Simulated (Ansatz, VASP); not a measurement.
# ZnS (Wurtzite-2H) in two plane-wave programs, part 3 of 3

Wanted: the spread between two codes on one cell, functional and k mesh. The cell is taken from a series of runs on this material, whose earlier steps may have relaxed, scaled, displaced or heated it; both programs get it as it stands.

VASP 6.6.1 and Ansatz 0.2.0.

So far: Starting point; Ansatz: zone-centre phonons, LDA; VASP: zone-centre phonons, LDA.

**3. VASP: zone-centre phonons, LDA (continued)**

Level of this step: LDA; plane waves and PAW (S, Zn) (VASP).

Numbers of over 12 decimals in the logs are rounded to 6 here.

OUTCAR, selected parts (step 3):

```text
ion  position               nearest neighbor table
   1  0.333  0.667  0.382-   3 2.31   4 2.32   4 2.32   4 2.32
   2  0.667  0.333  0.882-   4 2.31   3 2.32   3 2.32   3 2.32
   3  0.333  0.667  0.003-   1 2.31   2 2.32   2 2.32   2 2.32
   4  0.667  0.333  0.503-   2 2.31   1 2.32   1 2.32   1 2.32

  LATTYP: Found a hexagonal cell.
 ALAT       =     3.8129210674
 C/A-ratio  =     1.5915393943

 Subroutine GETGRP returns: Found 12 space group operations
 (whereof  6 operations were pure point group operations)

The static configuration has the point symmetry C_3v.
 The point group associated with its full space group is C_6v.

 Found     95 irreducible k-points:

   k-points           NKPTS =     95   k-points in BZ     NKDIM =     95   number of bands    NBANDS=     24

   dimension x,y,z NGX =    28 NGY =   28 NGZ =   48
   dimension x,y,z NGXF=    56 NGYF=   56 NGZF=   96

   ENCUT  =  500.0 eV  36.75 Ry    6.06 a.u.   6.95  6.95 11.06*2*pi/ulx,y,z

   NELECT =      36.0000    total number of electrons

 k-points in reciprocal lattice and weights: Automatic mesh
   0.00000000  0.00000000  0.00000000       0.001
   0.08333333  0.00000000  0.00000000       0.005
   0.16666667  0.00000000  0.00000000       0.005
   0.25000000 -0.00000000  0.00000000       0.005
   0.33333333  0.00000000  0.00000000       0.005
   0.41666667  0.00000000  0.00000000       0.005
   0.50000000 -0.00000000  0.00000000       0.003
   0.08333333  0.08333333  0.00000000       0.005
   0.16666667  0.08333333  0.00000000       0.010
[...]
-1.906460534  3.302086507  0.000000000     0.000000000  0.302838826  0.000000000
     0.000000000  0.000000000  6.068414086     0.000000000  0.000000000  0.164787700

 POSITION                                       TOTAL-FORCE (eV/Angst)
 -----------------------------------------------------------------------------------
     -0.00000      2.20139      2.32074        -0.000000      0.000000      0.000794
      1.90646      1.10070      5.35495         0.000000     -0.000000      0.000794
     -0.00000      2.20139      0.01560        -0.000000      0.000000     -0.000794
      1.90646      1.10070      3.04981         0.000000      0.000000     -0.000794
 -----------------------------------------------------------------------------------
    total drift:                               -0.000000     -0.000000      0.000194

 MACROSCOPIC STATIC DIELECTRIC TENSOR (including local field effects in DFT)
 ------------------------------------------------------
           6.069691    -0.000000     0.000000
          -0.000000     6.069691    -0.000000
           0.000000     0.000000     6.050659
 ------------------------------------------------------

 PIEZOELECTRIC TENSOR (including local field effects)  for field in x, y, z        (C/m^2)
          XX          YY          ZZ          XY          YZ          ZX
  --------------------------------------------------------------------------------
  x     0.00000     0.00000     0.00000     0.00000     0.00000     0.33980
  y     0.00000     0.00000     0.00000    -0.00000     0.33980     0.00000
  z     0.34789     0.34789    -0.72474     0.00000    -0.00000     0.00000

 BORN EFFECTIVE CHARGES (including local field effects) (in |e|, cummulative output)
 ---------------------------------------------------------------------------------
 ion    1
    1    -1.90798     0.00000    -0.00000
    2     0.00000    -1.90798     0.00000
    3     0.00000     0.00000    -1.96062
 ion    2
    1    -1.90798     0.00000     0.00000
    2     0.00000    -1.90798     0.00000
    3    -0.00000     0.00000    -1.96062
 ion    3
    1     1.90798     0.00000     0.00000
    2    -0.00000     1.90798     0.00000
    3     0.00000     0.00000     1.96062
 ion    4
    1     1.90798     0.00000     0.00000
    2     0.00000     1.90798     0.00000
    3     0.00000    -0.00000     1.96062

 Eigenvectors and eigenvalues of the dynamical matrix
 ----------------------------------------------------

   1 f  =   10.304324 THz    64.743978 2PiTHz  343.715254 cm-1    42.615241 meV
             X         Y         Z           dx          dy          dz
     -0.000000  2.201391  2.320738    -0.000000   -0.000000    0.690483
      1.906461  1.100696  5.354945     0.000000    0.000000   -0.690483
     -0.000000  2.201391  0.015601    -0.000000    0.000000   -0.152423
      1.906461  1.100696  3.049808     0.000000    0.000000    0.152423

   2 f  =    8.555864 THz    53.758079 2PiTHz  285.392902 cm-1    35.384194 meV
             X         Y         Z           dx          dy          dz
     -0.000000  2.201391  2.320738     0.000011   -0.612032   -0.000000
      1.906461  1.100696  5.354945    -0.000011    0.612032   -0.000000
     -0.000000  2.201391  0.015601     0.000007   -0.354142    0.000000
      1.906461  1.100696  3.049808    -0.000007    0.354142    0.000000

   3 f  =    8.555864 THz    53.758079 2PiTHz  285.392902 cm-1    35.384194 meV
             X         Y         Z           dx          dy          dz
     -0.000000  2.201391  2.320738     0.612032    0.000011   -0.000000
      1.906461  1.100696  5.354945    -0.612032   -0.000011   -0.000000
     -0.000000  2.201391  0.015601     0.354142    0.000007    0.000000
      1.906461  1.100696  3.049808    -0.354142   -0.000007    0.000000

   4 f  =    8.398136 THz    52.767044 2PiTHz  280.131662 cm-1    34.731884 meV
             X         Y         Z           dx          dy          dz
     -0.000000  2.201391  2.320738     0.000000   -0.000000   -0.578909
      1.906461  1.100696  5.354945     0.000000   -0.000000   -0.578909
     -0.000000  2.201391  0.015601    -0.000000    0.000000    0.406035
      1.906461  1.100696  3.049808    -0.000000    0.000000    0.406035

   5 f  =    8.358917 THz    52.520626 2PiTHz  278.823466 cm-1    34.569688 meV
             X         Y         Z           dx          dy          dz
     -0.000000  2.201391  2.320738     0.000023   -0.579677    0.000000
      1.906461  1.100696  5.354945     0.000023   -0.579677    0.000000
     -0.000000  2.201391  0.015601    -0.000016    0.404937   -0.000000
      1.906461  1.100696  3.049808    -0.000016    0.404937   -0.000000

   6 f  =    8.358917 THz    52.520626 2PiTHz  278.823466 cm-1    34.569688 meV
             X         Y         Z           dx          dy          dz
     -0.000000  2.201391  2.320738     0.579677    0.000023    0.000000
      1.906461  1.100696  5.354945     0.579677    0.000023    0.000000
     -0.000000  2.201391  0.015601    -0.404937   -0.000016   -0.000000
      1.906461  1.100696  3.049808    -0.404937   -0.000016   -0.000000

   7 f  =    5.748689 THz    36.120080 2PiTHz  191.755634 cm-1    23.774658 meV
             X         Y         Z           dx          dy          dz
     -0.000000  2.201391  2.320738    -0.000000   -0.000000   -0.152423
      1.906461  1.100696  5.354945    -0.000000   -0.000000    0.152423
     -0.000000  2.201391  0.015601     0.000000    0.000000   -0.690483
      1.906461  1.100696  3.049808    -0.000000   -0.000000    0.690483

   8 f  =    2.077776 THz    13.055052 2PiTHz   69.307147 cm-1     8.592987 meV
             X         Y         Z           dx          dy          dz
     -0.000000  2.201391  2.320738     0.000114   -0.354142    0.000000
      1.906461  1.100696  5.354945    -0.000114    0.354142    0.000000
     -0.000000  2.201391  0.015601    -0.000197    0.612032    0.000000
      1.906461  1.100696  3.049808     0.000197   -0.612032    0.000000

   9 f  =    2.077776 THz    13.055052 2PiTHz   69.307147 cm-1     8.592987 meV
             X         Y         Z           dx          dy          dz
     -0.000000  2.201391  2.320738    -0.354142   -0.000114   -0.000000
      1.906461  1.100696  5.354945     0.354142    0.000114   -0.000000
     -0.000000  2.201391  0.015601     0.612032    0.000197    0.000000
      1.906461  1.100696  3.049808    -0.612032   -0.000197   -0.000000

  10 f/i=    0.006240 THz     0.039208 2PiTHz    0.208149 cm-1     0.025807 meV
             X         Y         Z           dx          dy          dz
     -0.000000  2.201391  2.320738    -0.000000    0.000000   -0.406035
      1.906461  1.100696  5.354945    -0.000000    0.000000   -0.406035
     -0.000000  2.201391  0.015601    -0.000000    0.000000   -0.578909
      1.906461  1.100696  3.049808    -0.000000    0.000000   -0.578909

  11 f/i=    0.009630 THz     0.060506 2PiTHz    0.321219 cm-1     0.039826 meV
             X         Y         Z           dx          dy          dz
     -0.000000  2.201391  2.320738     0.393743   -0.094555   -0.000000
      1.906461  1.100696  5.354945     0.393743   -0.094555   -0.000000
     -0.000000  2.201391  0.015601     0.563653   -0.135357   -0.000000
      1.906461  1.100696  3.049808     0.563653   -0.135357   -0.000000

  12 f/i=    0.009630 THz     0.060506 2PiTHz    0.321219 cm-1     0.039826 meV
             X         Y         Z           dx          dy          dz
     -0.000000  2.201391  2.320738    -0.094555   -0.393743   -0.000000
      1.906461  1.100696  5.354945    -0.094555   -0.393743   -0.000000
     -0.000000  2.201391  0.015601    -0.135357   -0.563653   -0.000000
      1.906461  1.100696  3.049808    -0.135357   -0.563653   -0.000000

 MACROSCOPIC STATIC DIELECTRIC TENSOR IONIC CONTRIBUTION
 ------------------------------------------------------
           2.805677    -0.000000    -0.000000
          -0.000000     2.805677    -0.000000
          -0.000000    -0.000000     2.930982
 ------------------------------------------------------

 ELASTIC MODULI CONTR FROM IONIC RELAXATION (kBar)
 Direction    XX          YY          ZZ          XY          YZ          ZX
 --------------------------------------------------------------------------------
 XX        -275.3087    139.0352    163.0675      0.0000      0.0000     -0.0000
 YY         139.0352   -275.3087    163.0675     -0.0000     -0.0000      0.0000
 ZZ         163.0675    163.0675   -390.2591     -0.0000     -0.0000     -0.0000
 XY           0.0000     -0.0000     -0.0000   -207.1719     -0.0000     -0.0000
 YZ           0.0000     -0.0000     -0.0000     -0.0000    -68.6144      0.0000
 ZX          -0.0000      0.0000     -0.0000      0.0000      0.0000    -80.9021
 --------------------------------------------------------------------------------

 PIEZOELECTRIC TENSOR IONIC CONTR  for field in x, y, z        (C/m^2)
          XX          YY          ZZ          XY          YZ          ZX
  --------------------------------------------------------------------------------
  x    -0.00000     0.00000    -0.00000    -0.00000     0.00000    -0.44830
  y     0.00000     0.00000    -0.00000    -0.00000    -0.41286     0.00000
  z    -0.42050    -0.42050     1.00636     0.00000     0.00000     0.00000
```

The dielectric response converges more slowly with the mesh than energies do, so tensor and charges may still move on a finer one.

**4. Side by side**

Known differences besides the potentials themselves: the two LDA forms differ slightly; fixed occupations in Ansatz, narrow Gaussian smearing in VASP; VASP's response is taken on the typed mesh, Ansatz refines its own for the field response alone; the cutoff is 420 eV in Ansatz and 500 eV in VASP; VASP's log shows a relativistic correction to its local exchange, Ansatz's none. Total energies have different zeros and are not compared.

Both answers:

| quantity | Ansatz | VASP | difference |
| --- | --- | --- | --- |
| ε∞ xx | 6.12 | 6.07 | +0.78 % |
| ε∞ yy | 6.12 | 6.07 | +0.78 % |
| ε∞ zz | 6.10 | 6.05 | +0.81 % |
| Born charge of S1 (mean of the diagonal) (e) | -1.91 | -1.93 | +0.01 |
| Born charge of Zn3 (mean of the diagonal) (e) | 1.91 | 1.93 | -0.01 |
| optical mode 1 to 2 (cm⁻¹) | 71.1 | 69.3 | +2.60 % |
| optical mode 3 (cm⁻¹) | 191.3 | 191.8 | -0.22 % |
| optical mode 4 to 5 (cm⁻¹) | 277.5 | 278.8 | -0.48 % |
| optical mode 6 (cm⁻¹) | 278.5 | 280.1 | -0.58 % |
| optical mode 7 to 8 (cm⁻¹) | 283.9 | 285.4 | -0.51 % |
| optical mode 9 (cm⁻¹) | 342.3 | 343.7 | -0.40 % |

Modes are paired by rising frequency, not by their patterns, so a pair may set unlike modes beside each other; they are those without the splitting of longitudinal modes.

**5. Results**

```json
{
  "r.m.s. difference of the optical zone-centre modes, each program's sorted by frequency (zone-centre phonons, LDA)": "1.4 cm⁻¹",
  "difference in optical mode 1 to 2 (zone-centre phonons, LDA)": "+2.6 %"
}
```

What this shows: The r.m.s. difference of the optical zone-centre modes, each program's sorted by frequency is 1.4 cm⁻¹ (zone-centre phonons, LDA). Among the rows given in per cent, the largest difference of the zone-centre phonons, LDA pair is in optical mode 1 to 2, +2.6 %. How closely two codes agree says nothing of how well the functional describes the real material.

[Lines on the potential files, build, host, timing and source positions are cut from VASP's logs without a mark.]

[Logs are printed without paths, hosts, clocks, repeated set-up lines and the standing remarks that a program may print on its own settings, such as how far it seeks lower states.]

[Hosts, paths, dates, database ids (printed as entryN), source tags and the programs' standing remarks are cut or masked in the printed files.]
